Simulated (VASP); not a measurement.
Output of a VASP run:

**OUTCAR**
```
 ion  position               nearest neighbor table
   1  0.000  0.000  0.000-   2 2.46   3 2.46   4 2.46   2 2.46   3 2.46   2 2.46   4 2.46   2 2.46
                             3 2.46   4 2.46   3 2.46   4 2.46
   2  0.000  0.500  0.500-   1 2.46   3 2.46   4 2.46   1 2.46   4 2.46   1 2.46   3 2.46   1 2.46
                             3 2.46   4 2.46   4 2.46   3 2.46
   3  0.500  0.000  0.500-   1 2.46   2 2.46   4 2.46   1 2.46   4 2.46   2 2.46   4 2.46   4 2.46
                             1 2.46   2 2.46   1 2.46   2 2.46
   4  0.500  0.500  0.000-   1 2.46   2 2.46   3 2.46   2 2.46   3 2.46   1 2.46   3 2.46   3 2.46
                             1 2.46   2 2.46   2 2.46   1 2.46
  LATTYP: Found a simple cubic cell.
 ALAT       =     3.4824069024
 Subroutine PRICEL returns:
 Original cell was already a primitive cell.
 Subroutine GETGRP returns: Found 48 space group operations
The static configuration has the point symmetry O_h .
The dynamic configuration has the point symmetry O_h .
The overall configuration has the point symmetry O_h .
 Subroutine INISYM returns: Found 48 space group operations
 Subroutine IBZKPT returns following result:
 Found     56 irreducible k-points:

 Following reciprocal coordinates:
            Coordinates               Weight
  0.000000  0.000000  0.000000      1.000000
  0.100000  0.000000  0.000000      6.000000
  0.200000  0.000000  0.000000      6.000000
  0.300000  0.000000  0.000000      6.000000
  0.400000  0.000000  0.000000      6.000000
  0.500000  0.000000  0.000000      3.000000
  0.100000  0.100000  0.000000     12.000000
  0.200000  0.100000  0.000000     24.000000
  0.300000  0.100000  0.000000     24.000000
  0.400000  0.100000  0.000000     24.000000
  0.500000  0.100000  0.000000     12.000000
  0.200000  0.200000  0.000000     12.000000
  0.300000  0.200000  0.000000     24.000000
  0.400000  0.200000  0.000000     24.000000
  0.500000  0.200000  0.000000     12.000000
  0.300000  0.300000  0.000000     12.000000
  0.400000  0.300000  0.000000     24.000000
  0.500000  0.300000  0.000000     12.000000
  0.400000  0.400000  0.000000     12.000000
  0.500000  0.400000  0.000000     12.000000
  0.500000  0.500000  0.000000      3.000000
  0.100000  0.100000  0.100000      8.000000
  0.200000  0.100000  0.100000     24.000000
  0.300000  0.100000  0.100000     24.000000
  0.400000  0.100000  0.100000     24.000000
  0.500000  0.100000  0.100000     12.000000
  0.200000  0.200000  0.100000     24.000000
  0.300000  0.200000  0.100000     48.000000
  0.400000  0.200000  0.100000     48.000000
  0.500000  0.200000  0.100000     24.000000
  0.300000  0.300000  0.100000     24.000000
  0.400000  0.300000  0.100000     48.000000
  0.500000  0.300000  0.100000     24.000000
  0.400000  0.400000  0.100000     24.000000
  0.500000  0.400000  0.100000     24.000000
  0.500000  0.500000  0.100000      6.000000
  0.200000  0.200000  0.200000      8.000000
  0.300000  0.200000  0.200000     24.000000
  0.400000  0.200000  0.200000     24.000000
  0.500000  0.200000  0.200000     12.000000
   k-points           NKPTS =     56   k-points in BZ     NKDIM =     56   number of bands    NBANDS=     20
   number of dos      NEDOS =    601   number of ions     NIONS =      4
   total plane-waves  NPLWV =  21952
   dimension x,y,z NGX =    28 NGY =   28 NGZ =   28
   dimension x,y,z NGXF=    56 NGYF=   56 NGZF=   56
   ions per type =               1   3
   PREC   = accura    normal or accurate (medium, high low for compatibility)
   ISTART =      0    job   : 0-new  1-cont  2-samecut
   ICHARG =      2    charge: 1-file 2-atom 10-const
   ISPIN  =      2    spin polarized calculation?
   LNONCOLLINEAR =      F non collinear calculations
   LSORBIT =      F    spin-orbit coupling
   INIWAV =      1    electr: 0-lowe 1-rand  2-diag
   ENCUT  =  520.0 eV  38.22 Ry    6.18 a.u.   6.47  6.47  6.47*2*pi/ulx,y,z
   NELM   =    100;   NELMIN=  2; NELMDL= -5     # of ELM steps
   EDIFF  = 0.1E-06   stopping-criterion for ELM
   LREAL  =      F    real-space projection
...
```

**OSZICAR**
```
       N       E                     dE             d eps       ncg     rms          rms(c)
DAV:   1     0.193067992354E+03    0.19307E+03   -0.14785E+04  4496   0.216E+03
DAV:   2    -0.190874587350E+02   -0.21216E+03   -0.20504E+03  4500   0.376E+02
DAV:   3    -0.300159919979E+02   -0.10929E+02   -0.10094E+02  4800   0.115E+02
DAV:   4    -0.302899056306E+02   -0.27391E+00   -0.27137E+00  5068   0.168E+01
DAV:   5    -0.302980691806E+02   -0.81636E-02   -0.81660E-02  5548   0.261E+00    0.206E+01
DAV:   6    -0.307339745584E+02   -0.43591E+00   -0.73964E+01  5016   0.145E+02    0.199E+01
DAV:   7    -0.259046362471E+02    0.48293E+01   -0.20774E+01  4920   0.770E+01    0.274E+00
DAV:   8    -0.258595625979E+02    0.45074E-01   -0.46325E-01  4844   0.606E+00    0.148E+00
DAV:   9    -0.258304913519E+02    0.29071E-01   -0.45018E-02  6088   0.304E+00    0.268E-01
DAV:  10    -0.258292790735E+02    0.12123E-02   -0.14359E-03  4908   0.419E-01    0.159E-01
DAV:  11    -0.258289373889E+02    0.34168E-03   -0.17101E-04  5816   0.144E-01    0.782E-02
DAV:  12    -0.258289167859E+02    0.20603E-04   -0.48905E-05  5912   0.859E-02    0.423E-02
DAV:  13    -0.258289155284E+02    0.12576E-05   -0.39342E-06  5232   0.277E-02    0.287E-02
DAV:  14    -0.258289128748E+02    0.26536E-05   -0.19637E-05  5536   0.645E-02    0.238E-02
DAV:  15    -0.258289132596E+02   -0.38483E-06   -0.10340E-06  4616   0.138E-02    0.242E-02
DAV:  16    -0.258289089982E+02    0.42614E-05   -0.18955E-06  5220   0.246E-02    0.229E-02
DAV:  17    -0.258288587946E+02    0.50204E-04   -0.63534E-05  5236   0.139E-01    0.212E-02
DAV:  18    -0.258288453859E+02    0.13409E-04   -0.16271E-05  5428   0.574E-02    0.202E-02
DAV:  19    -0.258288460411E+02   -0.65520E-06   -0.79909E-07  4524   0.125E-02    0.204E-02
DAV:  20    -0.258288439701E+02    0.20710E-05   -0.24945E-07  3328   0.864E-03    0.212E-02
DAV:  21    -0.258288524886E+02   -0.85186E-05   -0.39797E-06  5028   0.358E-02    0.209E-02
DAV:  22    -0.258288264753E+02    0.26013E-04   -0.64378E-05  5196   0.141E-01    0.157E-02
DAV:  23    -0.258288243266E+02    0.21487E-05   -0.62828E-05  5352   0.125E-01    0.996E-03
DAV:  24    -0.258288251618E+02   -0.83520E-06   -0.37118E-06  4576   0.248E-02    0.831E-03
DAV:  25    -0.258288229542E+02    0.22076E-05   -0.65020E-06  5040   0.447E-02    0.136E-03
DAV:  26    -0.258288227571E+02    0.19706E-06   -0.24171E-06  5288   0.235E-02    0.245E-03
DAV:  27    -0.258288228034E+02   -0.46278E-07   -0.28174E-07  3648   0.969E-03
   1 F= -.25828823E+02 E0= -.25828823E+02  d E =0.000000E+00  mag=    -0.0017
```

**OUTCAR**
```
------------------------ aborting loop because EDIFF is reached ----------------------------------------
  FORCE on cell =-STRESS in cart. coord.  units (eV):
  Direction    XX          YY          ZZ          XY          YZ          ZX
  --------------------------------------------------------------------------------------
  Total       -0.0971986     -0.0971986     -0.0971986     -0.0000000      0.0000000     -0.0000000
  in kB       -3.6874984     -3.6874984     -3.6874984     -0.0000000      0.0000000     -0.0000000
  external PRESSURE =      -3.6874984 kB  Pullay stress =       0.0000000 kB
  volume of cell :       42.23
      direct lattice vectors                 reciprocal lattice vectors
     3.482406902  0.000000000  0.000000000     0.287157712  0.000000000  0.000000000
     0.000000000  3.482406902  0.000000000     0.000000000  0.287157712  0.000000000
     0.000000000  0.000000000  3.482406902     0.000000000  0.000000000  0.287157712
 POSITION                                       TOTAL-FORCE (eV/Angst)
 -----------------------------------------------------------------------------------
      0.00000      0.00000      0.00000         0.000000      0.000000      0.000000
      0.00000      1.74120      1.74120         0.000000      0.000000      0.000000
      1.74120      0.00000      1.74120         0.000000      0.000000      0.000000
      1.74120      1.74120      0.00000         0.000000      0.000000      0.000000
 -----------------------------------------------------------------------------------
    total drift:                                0.000000      0.000000      0.000000
  FREE ENERGIE OF THE ION-ELECTRON SYSTEM (eV)
  ---------------------------------------------------
  free  energy   TOTEN  =       -25.8288228034 eV

  energy  without entropy=      -25.8288228034  energy(sigma->0) =      -25.82882280

 total charge

# of ion       s       p       d       tot
------------------------------------------
    1        0.419   0.423   0.000   0.842
    2        0.526   0.576   8.433   9.534
    3        0.526   0.576   8.433   9.534
    4        0.526   0.576   8.433   9.534
--------------------------------------------------
tot          1.995   2.150  25.298  29.443

 magnetization (x)

# of ion       s       p       d       tot
------------------------------------------
    1        0.000   0.000   0.000   0.000
    2        0.000   0.000  -0.000  -0.000
    3        0.000   0.000  -0.000  -0.000
    4        0.000   0.000  -0.000  -0.000
--------------------------------------------------
tot          0.000   0.000  -0.001  -0.001

 Electric field gradients after diagonalization (V/A^2)
 (convention: |V_zz| > |V_xx| > |V_yy|)
----------------------------------------------------------------------
 ion       V_xx      V_yy      V_zz     asymmetry (V_yy - V_xx)/ V_zz
----------------------------------------------------------------------
   1      -0.000    -0.000     0.000       0.164
   2       6.252     6.252   -12.505       0.000
   3       6.252     6.252   -12.505       0.000
   4       6.252     6.252   -12.505       0.000
```
(Selected blocks of OUTCAR.)

File POSCAR:
```
Ni3Al
1
    3.4824069024     0.0000000000     0.0000000000
    0.0000000000     3.4824069024     0.0000000000
    0.0000000000     0.0000000000     3.4824069024
Al Ni
1 3
Direct
  0.0000000000   0.0000000000   0.0000000000
  0.0000000000   0.5000000000   0.5000000000
  0.5000000000   0.0000000000   0.5000000000
  0.5000000000   0.5000000000   0.0000000000
```

**Question.** Reconstruct the remaining input files.

**Answer.** One answer among several that fit: the input of the run itself, LDA (Ceperley-Alder, Perdew-Zunger), plane waves, VASP's LDA PAW potentials (set 64).

### KPOINTS
```
Automatic mesh
0
Gamma
10 10 10
0 0 0
```

**INCAR**
```
SYSTEM = Ni3Al
PREC = Accurate
ENCUT = 520
EDIFF = 1E-7
NELM = 100
ALGO = Normal
LREAL = .FALSE.
LASPH = .TRUE.
ISMEAR = -5
LMAXMIX = 4
ISPIN = 2
MAGMOM = -0.0 0.2 0.2 0.2
LORBIT = 11
LWAVE = .FALSE.
LCHARG = .TRUE.
NEDOS = 601
ISIF = 2
LEFG = .TRUE.
```

POTCAR, in this order: Al Ni (LDA.64 set). Program: vasp_std.

For a metal the tetrahedron method with Blöchl corrections gives inexact stress and forces.

The compound is Ni3Al in the L1_2 structure. It was relaxed first, which changed the volume by -7 %.
